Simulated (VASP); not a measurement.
A run of VASP 6.6.1 is set up as follows.

File INCAR:

```
SYSTEM = TlAg2PS4
PREC = Accurate
ENCUT = 520
EDIFF = 1E-6
ISMEAR = 1
SIGMA = 0.0235
LREAL = .FALSE.
LASPH = .TRUE.
NELM = 100
ALGO = Fast
ISIF = 2
LWAVE = .FALSE.
LCHARG = .TRUE.
LELF = .TRUE.
LVHAR = .TRUE.
NELECT = 62.0
NBANDS = 42
```

Contents of KPOINTS:

```
Automatic mesh
0
Gamma
  4 4 4
  0 0 0.5
```

POSCAR

```
TlAg2PS4
1.0
   -3.2474468000      3.2834630500      4.1421503200
    3.1975178500     -3.1795238700      4.0169521400
    3.3787073000      3.3107833500     -4.0575780000
Tl Ag P S
1 2 1 4
Direct
    0.5064750000      0.5072950000      0.0112250000
    0.7517500000      0.2639400000      0.4995650000
    0.2452120000      0.7449100000      0.4946740000
    0.0071790000      0.0043050000      0.0021540000
    0.3249420000      0.3198520000      0.3609620000
    0.6797460000      0.0349900000      0.9970550000
    0.9672590000      0.9564180000      0.6455300000
    0.0495380000      0.6707060000      0.0020010000
```

Potentials or basis: VASP PAW LDA potentials, release 64 (Tl_d, Ag, P, S).

Command:

```bash
$ cat potpaw_LDA.64/Tl_d/POTCAR potpaw_LDA.64/Ag/POTCAR potpaw_LDA.64/P/POTCAR potpaw_LDA.64/S/POTCAR > POTCAR
$ mpirun -np 1 vasp_std > vasp.out
```

Estimate the largest force.

1.333 eV/Å.

Estimate the band gap on the k mesh.

none (metal or under the smearing width).

Forces on the atoms (eV/Å):
```
Tl  -0.058 -0.015  0.018
Ag  -0.172  0.205 -0.032
Ag  -0.007  0.105 -0.017
P    0.082  0.351 -0.442
S    0.542  0.356  0.358
S    0.509 -0.368 -0.323
S   -0.606 -0.908  0.766
S   -0.290  0.275 -0.328
```

Caveat: the cell carries a net charge on a neutralising background, which shifts energy and pressure; the cell is charged against a uniform background, so pressure and absolute levels hang on convention; forces of over 1 eV/Å show positions far from the minimum, so gaps and moduli don't describe the material at rest. The run has no spin-orbit coupling, so splittings on Tl are missing.
